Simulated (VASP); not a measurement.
Output of a VASP run:

### OSZICAR
```
       N       E                     dE             d eps       ncg     rms          rms(c)
DAV:   1     0.123473727846E+02    0.12347E+02   -0.33111E+03   472   0.819E+02
DAV:   2    -0.627318335991E+01   -0.18621E+02   -0.17555E+02   406   0.125E+02
DAV:   3    -0.648605010462E+01   -0.21287E+00   -0.21241E+00   452   0.158E+01
DAV:   4    -0.648743440747E+01   -0.13843E-02   -0.13842E-02   432   0.118E+00
DAV:   5    -0.648746169059E+01   -0.27283E-04   -0.27284E-04   450   0.148E-01    0.107E+01
DAV:   6    -0.570986052317E+01    0.77760E+00   -0.13966E+01   436   0.561E+01    0.601E+00
DAV:   7    -0.544280198987E+01    0.26706E+00   -0.18522E+00   436   0.199E+01    0.236E+00
DAV:   8    -0.543120051717E+01    0.11601E-01   -0.36860E-03   438   0.584E-01    0.125E+00
DAV:   9    -0.542729498171E+01    0.39055E-02   -0.33001E-03   482   0.623E-01    0.285E-01
DAV:  10    -0.542695578670E+01    0.33920E-03   -0.54400E-04   514   0.263E-01    0.948E-02
DAV:  11    -0.542689915142E+01    0.56635E-04   -0.14638E-04   488   0.968E-02    0.353E-02
DAV:  12    -0.542689998532E+01   -0.83390E-06   -0.19072E-06   394   0.151E-02
   1 F= -.54269000E+01 E0= -.53958835E+01  d E =-.620331E-01  mag=     0.9284
```

**OUTCAR**
```
------------------------ aborting loop because EDIFF is reached ----------------------------------------
  FORCE on cell =-STRESS in cart. coord.  units (eV):
  Direction    XX          YY          ZZ          XY          YZ          ZX
  --------------------------------------------------------------------------------------
  Total        0.8121077      0.8121077      0.8121077      0.0000000     -0.0000000      0.0000000
  in kB      124.1094189    124.1094189    124.1094189      0.0000000     -0.0000000      0.0000000
  external PRESSURE =     124.1094189 kB  Pullay stress =       0.0000000 kB
  volume of cell :       10.48
      direct lattice vectors                 reciprocal lattice vectors
     0.000000000  1.737120000  1.737120000    -0.287832735  0.287832735  0.287832735
     1.737120000  0.000000000  1.737120000     0.287832735 -0.287832735  0.287832735
     1.737120000  1.737120000  0.000000000     0.287832735  0.287832735 -0.287832735
 POSITION                                       TOTAL-FORCE (eV/Angst)
 -----------------------------------------------------------------------------------
      0.00000      0.00000      0.00000         0.000000      0.000000      0.000000
 -----------------------------------------------------------------------------------
    total drift:                               -0.000000     -0.000000     -0.000000
  FREE ENERGIE OF THE ION-ELECTRON SYSTEM (eV)
  ---------------------------------------------------
  free  energy   TOTEN  =        -5.4268999853 eV

  energy  without entropy=       -5.3648669296  energy(sigma->0) =       -5.39588346

 total charge

# of ion       s       p       d       tot
------------------------------------------
    1        0.522   0.543   8.299   9.364

 magnetization (x)

# of ion       s       p       d       tot
------------------------------------------
    1        0.007  -0.005   0.924   0.926
```
(Selected blocks of OUTCAR.)

### POSCAR
```
Ni
1
    0.0000000000     1.7371200000     1.7371200000
    1.7371200000     0.0000000000     1.7371200000
    1.7371200000     1.7371200000     0.0000000000
Ni
1
Direct
  0.0000000000   0.0000000000   0.0000000000
```

Reconstruct the remaining input files.

Several could match; the one computed here: the input of the run itself, PBE GGA, plane waves, VASP's PBE PAW potentials (set 64).

INCAR:
```
ISIF = 2   ! forces and stress, cell fixed
EDIFF = 1E-6   ! SCF stop (eV)
LORBIT = 11   ! lm-projected
ENCUT = 300   ! plane-wave cut-off (eV)
LCHARG = .FALSE.
LASPH = .TRUE.   ! aspherical one-centre terms
LREAL = .FALSE.   ! projection in real space or not
ISPIN = 2   ! spin-polarised
ISMEAR = -1   ! Fermi-Dirac
ALGO = Normal
LWAVE = .FALSE.
SYSTEM = Ni
SIGMA = 0.1   ! width (eV)
NELM = 100   ! most electronic steps
LMAXMIX = 4   ! l cut-off of mixed one-centre charges
PREC = Accurate
MAGMOM = 1.0
GGA = PE
```

File KPOINTS:
```
Automatic mesh
0
Gamma
5 5 5
0 0 0
```

POTCAR, in this order: Ni (PBE.64 set). Program: vasp_std.

At this cut-off the stress carries a Pulay error, which pulls relaxed volumes low.

The structure is a typed Ni crystal (Fm-3m). The cell was not relaxed at this level. The k-mesh is coarse (spacing up to 0.63 per Å, 2π included), so the numbers may not be converged in it. The run is one of a series of settings (KPOINTS 5×5×5 Γ-centred mesh against the base run), some of them coarse on purpose.
